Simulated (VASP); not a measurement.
OSZICAR of a VASP run on YGe (relaxed from the WC structure, space group P-6m2):

### OSZICAR
```
       N       E                     dE             d eps       ncg     rms          rms(c)
DAV:   1     0.131785187467E+03    0.13179E+03   -0.11777E+04  4136   0.276E+03
DAV:   2    -0.106930864209E+01   -0.13285E+03   -0.13148E+03  4224   0.482E+02
DAV:   3    -0.131798852533E+02   -0.12111E+02   -0.12059E+02  5496   0.109E+02
DAV:   4    -0.135188397550E+02   -0.33895E+00   -0.33891E+00  5288   0.175E+01
DAV:   5    -0.135280610708E+02   -0.92213E-02   -0.92197E-02  5944   0.255E+00    0.287E+01
DAV:   6    -0.128488810261E+02    0.67918E+00   -0.21154E+00  6120   0.781E+00    0.197E+01
DAV:   7    -0.127985628115E+02    0.50318E-01   -0.72300E-01  5368   0.722E+00    0.416E+00
DAV:   8    -0.127865219415E+02    0.12041E-01   -0.15523E-01  5688   0.365E+00    0.372E-01
DAV:   9    -0.127855427182E+02    0.97922E-03   -0.10470E-02  5008   0.162E+00    0.154E-01
DAV:  10    -0.127855164059E+02    0.26312E-04   -0.10925E-03  6296   0.318E-01    0.576E-02
DAV:  11    -0.127854896370E+02    0.26769E-04   -0.12838E-04  4880   0.104E-01    0.169E-02
DAV:  12    -0.127854888204E+02    0.81656E-06   -0.68395E-06  5992   0.285E-02    0.162E-02
DAV:  13    -0.127854894540E+02   -0.63354E-06   -0.97002E-07  4840   0.104E-02    0.223E-03
DAV:  14    -0.127854893114E+02    0.14262E-06   -0.54100E-08  2920   0.259E-03    0.157E-03
DAV:  15    -0.127854893839E+02   -0.72577E-07   -0.10685E-08  2696   0.156E-03
   1 F= -.12785489E+02 E0= -.12785489E+02  d E =0.000000E+00
```

Which electronic solver shows in the log?

It is blocked Davidson (ALGO = Normal, or the opening steps of other solvers). The INCAR had ALGO = Normal.

Can the final energy be trusted as converged?

The run converged. It stopped with EDIFF = 1E-7, NELM = 100 (PBEsol GGA, plane waves, VASP's PBE PAW potentials (set 64)).

The structure was generated: YGe was put into the WC type (P-6m2), which need not be its known phase. It was relaxed first, which changed the volume by -7 %. The electron count is odd and the run is not spin-polarised, which forces a metal.
